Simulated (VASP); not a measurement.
Calculation: PBEsol GGA, VASP's PBE PAW potentials (set 64) (plane waves; VASP).

The input files of a VASP run:

POSCAR:
```
HfC
1.0
  0.0000000000   2.2290460715   2.2290460715
  2.2290460715   0.0000000000   2.2290460715
  2.2290460715   2.2290460715   0.0000000000
Hf C
1 1
Cart
  0.0000000000   0.0000000000   0.0000000000
  2.2290460715   2.2290460715   2.2290460715
```

INCAR:
```
GGA = PS   ! PBEsol
LMAXMIX = 6
SIGMA = 0.1   ! width (eV)
PREC = Accurate
LCHARG = .False.
EDIFF = 1E-6   ! SCF stop (eV)
NELM = 100   ! most electronic steps
PSTRESS = 450
IBRION = 2   ! conjugate gradients
LWAVE = .False.
ISIF = 3   ! ions, shape and volume
ISMEAR = 1
LASPH = .True.   ! aspherical one-centre terms
EDIFFG = -0.02
SYSTEM = HfC
LREAL = .False.
NSW = 40
ENCUT = 620   ! plane-wave cut-off (eV)
ALGO = Normal   ! blocked Davidson
```

### KPOINTS
```
Automatic
0
gamma
 14 14 14
0 0 0
```

POTCAR, in this order: Hf_pv C (PBE.64 set). Program: vasp_std.

### Question
What will the output report for the number of irreducible k-points (NKPTS), largest plane-wave count, number of space-group operations, FFT grid (NGX, NGY, NGZ)?

### Answer

```yaml
number of irreducible k-points (NKPTS): 104
largest_plane_wave_count: 793
number_of_space_group_operations: 48
FFT grid (NGX, NGY, NGZ): 28 × 28 × 28
```

The compound is HfC in the rock salt structure. This run relaxes it under an external pressure of 45 GPa. Symmetry was kept, so distortions that lower it aren't found.
